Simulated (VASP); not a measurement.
Here is the system:

```
CELL_PARAMETERS angstrom
      2.96457     0.00000     0.00000
      0.00000     2.96457     0.00000
      0.00000     0.00000     2.96457
ATOMIC_POSITIONS crystal
  Zn 0.50000 0.50000 0.50000
  Cu 0.00000 0.00000 0.00000
```

These are revPBE GGA, VASP's PBE PAW potentials (set 64) (plane waves; VASP) values and carry that method's errors. Settings: 520 eV cut-off, 12×12×12 Γ-centred mesh, first-order Methfessel-Paxton smearing of 0.10 eV, potentials Zn Cu.

Question: Predict the energy per atom (σ→0), pressure, band gap (on the k-mesh) with the smallest direct gap where there is one.

Answer: 
```json
{
  "band gap (on the k-mesh)": "none (metal, semimetal or under 0.01 eV)",
  "energy per atom (σ→0)": "-2.159 eV/atom",
  "pressure": "3.67 GPa"
}
```

The compound is CuZn in the CsCl type structure. This cell is one point of a volume scan, at 0.97 of the reference volume. The electron count is odd and the run is not spin-polarised, which forces a metal.
